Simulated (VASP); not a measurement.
Calculation: PBEsol GGA, VASP's PBE PAW potentials (set 64) (plane waves; VASP 6.6.1). For the alloy's cell: Numerical set-up: 400 eV cut-off, 8×8×2 Γ-centred mesh, tetrahedra with Blöchl corrections, potentials Zn Se S.

| end member | E (eV/atom) | V (Å³/atom) | gap (eV) |
|---|---|---|---|
| ZnS (zinc blende) | -3.7936 | 19.20 | 2.09 |
| ZnSe (zinc blende) | -3.3859 | 22.36 | 1.24 |

An ordered cell with a fraction 0.50 of the second end member relaxes to

```xyz
8
Lattice="0.0000 2.7482 2.7482 2.7482 0.0000 2.7482 10.9882 10.9882 0.0045" Properties=species:S:1:pos:R:3 pbc="T T T"
Zn    10.9091    10.9091     0.0836
Zn     2.7452     2.7452     0.0029
Zn     8.3211     8.3211     5.4197
Zn    10.9902    10.9902     5.4988
Se     1.3434     1.3434     1.4048
Se     4.1642     4.1642     1.3321
S      6.8991     6.8991     1.3454
S      9.5719     9.5719     1.4208
```

**Question.** Estimate the mixing energy, the deviation from a linear volume and the gap.

**Answer.** Its energy is -3.5771 eV/atom, so the mixing energy is 13 meV/atom. The volume of 20.74 Å³/atom lies -0.2 % from the linear mean. The gap is 1.38 eV against a linear mean of 1.67 eV, a bowing parameter of 1.1 eV for this ordering.
